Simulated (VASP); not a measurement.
# BaTiH3 (Pm-3m) in VASP: notebook, part 3 of 3

VASP 6.6.1.

### Step 4. Relaxation of cell and atoms, r2SCAN

Contents of INCAR:

```
PREC = Accurate
ENCUT = 600
EDIFF = 1E-6
ISMEAR = 0
SIGMA = 0.03
LREAL = F
LASPH = T
NELM = 80
ALGO = Normal
ISIF = 3
LWAVE = F
LCHARG = F
METAGGA = R2SCAN
LMIXTAU = T
IBRION = 2
NSW = 90
EDIFFG = -0.01
```

Contents of KPOINTS:

```
regular mesh
0
Gamma
  8 8 8
```

Contents of POSCAR:

```
BaTiH3
1.0
    3.5161740300      0.0000000000      0.0000000000
    0.0000000000      3.5161740300      0.0000000000
    0.0000000000      0.0000000000      3.5161740300
Ba Ti H
1 1 3
Direct
    0.5000000000      0.5000000000      0.5000000000
    0.0000000000      0.0000000000      0.0000000000
    0.5000000000      0.0000000000      0.0000000000
    0.0000000000      0.5000000000      0.0000000000
    0.0000000000      0.0000000000      0.5000000000
```

Potentials or basis: VASP PAW PBE potentials, release 64 (Ba_sv, Ti_sv, H).

Launch:

```sh
> cat potpaw_PBE.64/Ba_sv/POTCAR potpaw_PBE.64/Ti_sv/POTCAR potpaw_PBE.64/H/POTCAR > POTCAR
> mpirun -np 1 vasp_std > vasp.out
```

OUTCAR:

```text
PREC = Accurate
   ENCUT = 600
   EDIFF = 1E-6
   ISMEAR = 0
   LREAL = F
   LASPH = T
   NELM = 80
   ISIF = 3
   METAGGA = R2SCAN
   IBRION = 2
   NSW = 90
   EDIFFG = -0.01

 ion  position               nearest neighbor table
   1  0.500  0.500  0.500-   3 2.49   4 2.49   5 2.49   3 2.49   4 2.49   3 2.49   5 2.49   3 2.49
                             4 2.49   5 2.49   4 2.49   5 2.49   2 3.05   2 3.05   2 3.05   2 3.05
   2  0.000  0.000  0.000-   3 1.76   4 1.76   5 1.76   5 1.76   4 1.76   3 1.76   1 3.05   1 3.05
                             1 3.05   1 3.05   1 3.05   1 3.05   1 3.05   1 3.05
   3  0.500  0.000  0.000-   2 1.76   2 1.76   1 2.49   1 2.49   1 2.49   1 2.49
   4  0.000  0.500  0.000-   2 1.76   2 1.76   1 2.49   1 2.49   1 2.49   1 2.49
   5  0.000  0.000  0.500-   2 1.76   2 1.76   1 2.49   1 2.49   1 2.49   1 2.49

  LATTYP: Found a simple cubic cell.
 ALAT       =     3.5161740300

  Lattice vectors:

 A1 = (   3.5161740300,   0.0000000000,   0.0000000000)
 A2 = (   0.0000000000,   3.5161740300,   0.0000000000)
 A3 = (   0.0000000000,   0.0000000000,   3.5161740300)

Analysis of symmetry for initial positions (statically):
=====================================================================
 Subroutine PRICEL returns:
 Original cell was already a primitive cell.

 Routine SETGRP: Setting up the symmetry group for a
 simple cubic supercell.

 Subroutine GETGRP returns: Found 48 space group operations
 (whereof 48 operations were pure point group operations)
 out of a pool of 48 trial point group operations.

The static configuration has the point symmetry O_h .

Analysis of symmetry for dynamics (positions and initial velocities):
=====================================================================
 Subroutine PRICEL returns:
 Original cell was already a primitive cell.

 Routine SETGRP: Setting up the symmetry group for a
 simple cubic supercell.

 Subroutine GETGRP returns: Found 48 space group operations
[... 134 lines left out ...]
   METAGGA = R2SCAN    functional components
   LHFCALC =     F    Hartree Fock is set to
   AEXX    =    0.0000 exact exchange contribution
   IVDW    =     0    specifies the selected vdW correction
   LEPSILON=     F    determine dielectric tensor
   LRPA    =     F    only Hartree local field effects (RPA)
 conjugate gradient relaxation of ions
 non-spin polarized calculation
 Gauss-broadening in eV      SIGMA  =   0.03
  energy-cutoff  :      600.00
  volume of cell :       43.47
 maximum number of plane-waves:      1472
   NGX = 15   NGY = 15   NGZ = 15

--------------------------------------- Ionic step        1  -------------------------------------------

 number of electron      25.0000001 magnetization

 Free energy of the ion-electron system (eV)
  ---------------------------------------------------
  ext. energy  EPLUGINS =         0.00000000
  ---------------------------------------------------
  free energy    TOTEN  =       -47.59200821 eV

  energy without entropy =      -47.58921981  energy(sigma->0) =      -47.59061401

------------------------ aborting loop because EDIFF is reached ----------------------------------------

  FORCE on cell =-STRESS in cart. coord.  units (eV):
  Direction    XX          YY          ZZ          XY          YZ          ZX
  --------------------------------------------------------------------------------------
  -------------------------------------------------------------------------------------
  Total       15.7519667     15.7519667     15.7519667      0.0000000     -0.0000000      0.0000000
  in kB      580.5428512    580.5428512    580.5428512      0.0000000     -0.0000000      0.0000000
  external PRESSURE =     580.5428512 kB  Pullay stress =       0.0000000 kB
[... 104 lines left out ...]
--------------------------------------- Ionic step        4  -------------------------------------------

 number of electron      25.0000025 magnetization

 Free energy of the ion-electron system (eV)
  ---------------------------------------------------
  ext. energy  EPLUGINS =         0.00000000
  ---------------------------------------------------
  free energy    TOTEN  =       -50.69645440 eV

  energy without entropy =      -50.68926096  energy(sigma->0) =      -50.69285768

 E-fermi :   4.7900     XC(G=0): -10.2373

 val. band max:        4.7888763585   @ k =   0.2500   0.2500   0.2500
 cond. band min:       4.7902672644   @ k =   0.5000   0.2500   0.2500
 fundamental gap:      0.0013909058
 Fermi energy:         4.7899906646

 k-point     1 :       0.0000    0.0000    0.0000
  band No.  band energies     occupation
      1     -54.6917      2.00000
      2     -29.9606      2.00000
      3     -29.9606      2.00000
      4     -29.9606      2.00000
      5     -24.4163      2.00000
      6      -9.0526      2.00000
[... 433 lines left out ...]
      3     -29.9759      2.00000
      4     -29.9616      2.00000
      5     -24.3175      2.00000
      6      -9.6708      2.00000
[... 8 lines left out ...]
     15       5.8477      0.00000
     16       6.1536      0.00000

 [... further k-points ...]
[... 5 lines left out ...]
  --------------------------------------------------------------------------------------
  -------------------------------------------------------------------------------------
  Total       -0.0035327     -0.0035327     -0.0035327     -0.0000000     -0.0000000      0.0000000
  in kB       -0.0831842     -0.0831842     -0.0831842     -0.0000000     -0.0000000      0.0000000
  external PRESSURE =      -0.0831842 kB  Pullay stress =       0.0000000 kB
[... 20 lines left out ...]
  FREE ENERGIE OF THE ION-ELECTRON SYSTEM (eV)
  ---------------------------------------------------
  free  energy   TOTEN  =       -50.6964544018 eV

  energy  without entropy=      -50.6892609578  energy(sigma->0) =      -50.69285768

 reached required accuracy - stopping structural energy minimisation
```

Wall time 3.1 min (1 thread of Intel Xeon 6975P-C (Granite Rapids), shared host); peak memory 0.2 GiB.

Results:

* Free energy: -50.6965 eV
* Relaxed volume: 13.61 Å³/atom
* Relaxed cell: a = 4.082 Å, b = 4.082 Å, c = 4.082 Å, α = 90.00°, β = 90.00°, γ = 90.00°
* Space group after relaxing (to 0.05 Å): Pm-3m (No. 221)
* Energy gained by relaxing: 620.9 meV/atom
* Ionic steps: 4
* Pressure after relaxing: 0.0 GPa
* Band gap on the k mesh: none (metal or under the smearing width)

The path:
```
step  energy change (eV)  largest force (eV/Å)  pressure (GPa)  volume (Å³)
   1              0.0000                0.0000           58.05        43.47
   2             -3.0980                0.0000            1.35        66.46
   3             -3.1029                0.0000           -0.63        68.81
   4             -3.1044                0.0000           -0.01        68.04
```

Final structure:
```
CELL_PARAMETERS angstrom
4.08250 0.00000 0.00000
0.00000 4.08250 0.00000
0.00000 0.00000 4.08250
ATOMIC_POSITIONS crystal
Ba 0.50000 0.50000 0.50000
Ti 0.00000 0.00000 0.00000
H 0.50000 0.00000 0.00000
H 0.00000 0.50000 0.00000
H 0.00000 0.00000 0.50000
```

Caveat: the volume moved by over 15 % at a fixed basis, so the end points are rough; the PAW data sets were made with another functional, which shifts forces and pressure a little. The run has no spin-orbit coupling, so splittings on Ba are missing.

### Step 5. Relaxation of cell and atoms, r2SCAN

This run uses another cell than the first one, of 13.61 Å³/atom, 1.565 times its volume.

Edit INCAR of step 4 so:

```diff
@@ -2,3 +2,3 @@
 ENCUT = 600
-EDIFF = 1E-6
+EDIFF = 1E-7
 ISMEAR = 0
@@ -16,2 +16,2 @@
 NSW = 90
-EDIFFG = -0.01
+EDIFFG = -0.005
```

KPOINTS is that of step 4.

Contents of POSCAR:

```
BaTiH3                                  
1.0
    4.0824986117      0.0000000000      0.0000000000
    0.0000000000      4.0824986117      0.0000000000
   -0.0000000000     -0.0000000000      4.0824986117
  Ba              Ti              H             
     1     1     3
Direct
     0.5000000000000000    0.5000000000000000    0.5000000000000000
     0.0000000000000000    0.0000000000000000    0.0000000000000000
     0.5000000000000000    0.0000000000000000    0.0000000000000000
     0.0000000000000000    0.5000000000000000    0.0000000000000000
     0.0000000000000000    0.0000000000000000    0.5000000000000000
```

Launch:

```sh
> cat potpaw_PBE.64/Ba_sv/POTCAR potpaw_PBE.64/Ti_sv/POTCAR potpaw_PBE.64/H/POTCAR > POTCAR
> mpirun -np 1 vasp_std > vasp.out
```

Wall time 3.3 min (1 thread of Intel Xeon 6975P-C (Granite Rapids), shared host); peak memory 0.26 GiB.

Results (log left out):

```
Free energy                            : -50.7232 eV
Relaxed volume                         : 13.66 Å³/atom
Relaxed cell                           : a = 4.087 Å, b = 4.087 Å, c = 4.087 Å, α = 90.00°, β = 90.00°, γ = 90.00°
Space group after relaxing (to 0.05 Å) : Pm-3m (No. 221)
Energy gained by relaxing              : 0.0 meV/atom
Ionic steps                            : 3
Pressure after relaxing                : 0.0 GPa
Band gap on the k mesh                 : none (metal or under the smearing width)
```

Step by step:
```tsv
step	energy change (eV)	largest force (eV/Å)	pressure (GPa)	volume (Å³)
1	0.0000	0.0000	0.19	68.04
2	-0.0001	0.0000	0.06	68.20
3	-0.0001	0.0000	0.00	68.29
```

Final structure:
```cif
data_structure
_symmetry_space_group_name_H-M 'P 1'
_symmetry_Int_Tables_number 1
_cell_length_a 4.0874
_cell_length_b 4.0874
_cell_length_c 4.0874
_cell_angle_alpha 90.000
_cell_angle_beta 90.000
_cell_angle_gamma 90.000
_cell_volume 68.29
loop_
_atom_site_label
_atom_site_type_symbol
_atom_site_fract_x
_atom_site_fract_y
_atom_site_fract_z
_atom_site_occupancy
Ba1 Ba 0.50000 0.50000 0.50000 1
Ti1 Ti 0.00000 0.00000 0.00000 1
H1 H 0.50000 0.00000 0.00000 1
H2 H 0.00000 0.50000 0.00000 1
H3 H 0.00000 0.00000 0.50000 1
```

Levels at points of the mesh, in eV from the Fermi level:
```tsv
k point	band 10	band 11	band 12	band 13	band 14	band 15
(0.00, 0.00, 0.00)	-5.39	-5.39	0.59	0.59	0.59	2.59
(0.50, 0.00, 0.00)	-5.54	-4.92	0.48	0.48	0.78	0.85
(0.50, 0.50, 0.00)	-4.22	-4.22	-1.44	-0.37	-0.37	0.94
(0.50, 0.50, 0.50)	-5.36	-5.36	0.08	0.08	0.08	1.19
```

Caveat: the PAW data sets were made with another functional, which shifts forces and pressure a little. Spin-orbit coupling is left out, which matters for the levels of Ba.
